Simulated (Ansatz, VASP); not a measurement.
# Te2As: VASP beside Ansatz, part 3 of 3

One calculation is typed for both programs; each brings its own data sets. How far apart do they land? The cell is generated by rule, not measured, and may not be a known phase. The cell is taken from a series of runs on this material, whose earlier steps may have relaxed, scaled, displaced or heated it; both programs get it as it stands.

VASP 6.6.1 and Ansatz 0.2.0.

So far: Ansatz: relaxation of cell and atoms, LDA, pair 1; VASP: relaxation of cell and atoms, LDA, pair 1; Differences; VASP: relaxation of cell and atoms, LDA, pair 2; Ansatz: relaxation of cell and atoms, LDA, pair 2; Comparison.

## Step 8: VASP: relaxation of cell and atoms, LDA, pair 3

Level of this step: LDA; plane waves and PAW (As, Te); invented cell (VASP).

The relaxed volume is the usual yardstick between codes: in a stiff, nearly cubic crystal its relative difference is about their pressure difference at one cell divided by the bulk modulus. Its start cell is another than that of the pair before, and may be another structure of the material.

The input, INCAR:

```
SYSTEM = Te2As
PREC = Accurate
ENCUT = 500
EDIFF = 1E-07
NELM = 120
ISMEAR = 1
SIGMA = 0.15
LREAL = .FALSE.
ALGO = Normal
GGA = PW92
NBANDS = 23
LORBIT = 11
LWAVE = .FALSE.
LCHARG = .FALSE.
ISIF = 3
IBRION = 2
NSW = 80
EDIFFG = -0.005
LASPH = .TRUE.
GGA_COMPAT = .FALSE.
NELMIN = 4
KPAR = 2
```

The input, POSCAR:

```
Te2As
1.0
    3.8204050000      0.0000000000      0.0000000000
    0.0000000000      6.8608190000      0.0000000000
    0.0000000000      0.0000000000      6.3523790000
As Te
2 4
Direct
    0.4999998691      0.4999999271      0.0896914369
    0.9999998691      0.9999999271      0.9103085631
    0.4999998691      0.7286865460      0.7254781240
    0.9999998691      0.2286865460      0.2745218760
    0.4999998691      0.2713133082      0.7254781240
    0.9999998691      0.7713133082      0.2745218760
```

The input, KPOINTS:

```
Automatic mesh
0
Gamma
8 6 6
0 0 0
```

The projector-augmented-wave data sets are As and Te (LDA family, release 64).

Launch:

```sh
mpirun -np 2 vasp_std
```

Numbers of over 12 decimals in the logs are rounded to 6 here.

Log:

```text
[... set-up lines as in an earlier step ...]
 entering main loop
       N       E                     dE             d eps       ncg     rms          rms(c)
DAV:   1     0.149996151130E+03    0.15000E+03   -0.12448E+04  3680   0.117E+03
DAV:   2    -0.122687422718E+02   -0.16226E+03   -0.15616E+03  4770   0.176E+02
DAV:   3    -0.246059508048E+02   -0.12337E+02   -0.12055E+02  4705   0.517E+01
DAV:   4    -0.248786221637E+02   -0.27267E+00   -0.27170E+00  4410   0.887E+00
[...]
DAV:  11    -0.248265299800E+02    0.55142E-06   -0.31983E-06  4460   0.932E-03    0.720E-03
DAV:  12    -0.248265298681E+02    0.11194E-06   -0.74284E-07  4318   0.450E-03    0.315E-03
DAV:  13    -0.248265298738E+02   -0.57491E-08   -0.11814E-07  2456   0.171E-03
   1 F= -.24826530E+02 E0= -.24827970E+02  d E =-.248265E+02
[... from here on, the cycles between the ionic steps are left out ...]
   2 F= -.24828471E+02 E0= -.24830085E+02  d E =-.194144E-02
   3 F= -.24828595E+02 E0= -.24830251E+02  d E =-.206495E-02
   4 F= -.24830050E+02 E0= -.24831787E+02  d E =-.145494E-02
   5 F= -.24830505E+02 E0= -.24832237E+02  d E =-.191038E-02
   6 F= -.24830892E+02 E0= -.24832612E+02  d E =-.386544E-03
   7 F= -.24831319E+02 E0= -.24832974E+02  d E =-.813830E-03
   8 F= -.24831362E+02 E0= -.24832974E+02  d E =-.857099E-03
   9 F= -.24831503E+02 E0= -.24833121E+02  d E =-.140385E-03
  10 F= -.24831503E+02 E0= -.24833121E+02  d E =-.140386E-03
  11 F= -.24831611E+02 E0= -.24833249E+02  d E =-.108724E-03
  12 F= -.24831613E+02 E0= -.24833253E+02  d E =-.109878E-03
  13 F= -.24831637E+02 E0= -.24833275E+02  d E =-.247447E-04
  14 F= -.24831681E+02 E0= -.24833313E+02  d E =-.689124E-04
[...]
reached required accuracy - stopping structural energy minimisation
```

From OUTCAR (step 8):

```text
  Total        0.0034156      0.0067685     -0.0148349      0.0000000      0.0000000      0.0000000
  in kB        0.0328151      0.0650282     -0.1425250      0.0000000      0.0000000      0.0000000
  external PRESSURE =      -0.0148939 kB  Pullay stress =       0.0000000 kB

 POSITION                                       TOTAL-FORCE (eV/Angst)
 -----------------------------------------------------------------------------------
      1.89498      3.44928      0.58118         0.000000      0.000000      0.003279
      3.78996      6.89857      5.79718         0.000000      0.000000     -0.003279
      1.89498      5.00559      4.63690        -0.000000     -0.000762     -0.003502
      3.78996      1.55630      1.74147        -0.000000     -0.000762      0.003502
      1.89498      1.89298      4.63690        -0.000000      0.000762     -0.003502
      3.78996      5.34226      1.74147        -0.000000      0.000762      0.003502
 -----------------------------------------------------------------------------------
    total drift:                                0.000778      0.000753     -0.000461

  FREE ENERGIE OF THE ION-ELECTRON SYSTEM (eV)
  ---------------------------------------------------
  free  energy   TOTEN  =       -24.8316814837 eV

  energy  without entropy=      -24.8365750740  energy(sigma->0) =      -24.83331268

[... 1 part as in an earlier step ...]

[... 3 further parts left out ...]
[key lines of the parts left out:]
E-fermi :   6.4023
```

## Step 9: Ansatz: relaxation of cell and atoms, LDA, pair 3

The same cell, functional (in two slightly different forms), mesh and smearing now go to Ansatz, which takes its cutoff from its data sets.

The cell is taken from a series of runs on this material, whose earlier steps may have relaxed, scaled, displaced or heated it; both programs get it as it stands.

The input, input.yaml:

```yaml
crystal:
  lattice:
    - [3.8204048264, 0.0, 0.0]
    - [0.0, 6.8608186619, 0.0]
    - [0.0, 0.0, 6.3523792306]
  atoms:
    - { symbol: As, position: [0.5, 0.5, 0.0896914478] }
    - { symbol: As, position: [0.0, 0.0, 0.9103085522] }
    - { symbol: Te, position: [0.5, 0.7286866125, 0.7254781026] }
    - { symbol: Te, position: [0.0, 0.2286866125, 0.2745218974] }
    - { symbol: Te, position: [0.5, 0.2713133875, 0.7254781026] }
    - { symbol: Te, position: [0.0, 0.7713133875, 0.2745218974] }
kpoints:
  mp_grid: { grid: [8, 6, 6] }
hamiltonian:
  xc: lda
scf:
  occupations: { method: methfessel_paxton, width: 0.15 }
output:
  forces: true
  stress: true
  eigenvalues: true
relax:
  adjacent_minimum: "off"
  f_tol: 0.001
  max_steps: 60
  cell: { stress_tol: 0.01 }
```

Launch:

```sh
ansatz run input.yaml --threads 8 --pin off --max-ram 14336MiB --backend cpu --events-out ev --progress --plain --runs-dir out
```

Log:

```text
[...]
Crystal: 6 atoms, lattice volume = 166.503 Å³
Basis set: ecut = 420 eV, 3255 PW (Γ)
Bands: 57, of which v1, the nominal top of the filled ones, is band 47 counted from 1 (46 counted from 0)
Symmetry: 8 space group operations
[...]
k-points: 80 of 288
[...]
cell:  # Å, volume = 166.5251 Å³
    - [3.789770, 0, 0]
    - [0, 6.894262, 0]
    - [0, 0, 6.373517]
  atoms:
    - { symbol: As, position: [0.5, 0.5, 0.091136] }
    - { symbol: As, position: [0, 0, 0.908864] }
    - { symbol: Te, position: [0.5, 0.725676, 0.727083] }
    - { symbol: Te, position: [0, 0.225676, 0.272917] }
    - { symbol: Te, position: [0.5, 0.274324, 0.727083] }
    - { symbol: Te, position: [0, 0.774324, 0.272917] }
[key lines of the parts left out:]
SCF converged after 6 iterations
Free energy (F): -36854.975148 eV
Fermi energy:    9.873124 eV
P = ⅓ Tr σ = -0.0040 GPa (-0.040 kbar)
```

## Step 10: Side by side

What differs besides the data sets and the points named for the pairs above, as far as they apply: the data sets hold 94 valence electrons in Ansatz (on its default PAW (the set named soft_2) files) and 34 in VASP. Total energies have different zeros and are not compared.

The two programs side by side:

```
                                         quantity  Ansatz    VASP  difference
                                      volume (Å³)  166.53  166.76     -0.14 %
edge a after relaxation, in the typed setting (Å)   3.790   3.790     -0.01 %
edge b after relaxation, in the typed setting (Å)   6.894   6.899     -0.06 %
edge c after relaxation, in the typed setting (Å)   6.373   6.378     -0.08 %
```

## Step 11: Summary of results

| Item | Value |
| --- | --- |
| difference in volume (relaxation of cell and atoms, LDA, pair 1) | -0.20 % |
| difference in volume (relaxation of cell and atoms, LDA, pair 2) | -0.10 % |
| difference in volume (relaxation of cell and atoms, LDA, pair 3) | -0.14 % |

The difference in volume is -0.20 % (relaxation of cell and atoms, LDA, pair 1), within the 1.2 % picked in this series as the mark of a large difference, as far as the stopping tolerances let one tell. The data sets hold unlike numbers of valence electrons (94 in Ansatz and 34 in VASP), so part of the differences may come from the potentials. 3 further pairs of this series are not shown here. How closely two codes agree says nothing of how well the functional describes the real material.

[Lines on the potential files, build, host, timing and source positions are cut from VASP's logs without a mark.]

[Logs are printed without paths, hosts, clocks, repeated set-up lines and the standing remarks that a program may print on its own settings, such as how far it seeks lower states.]

[Hosts, paths, dates, database ids (printed as entryN), source tags and the programs' standing remarks are cut or masked in the printed files.]
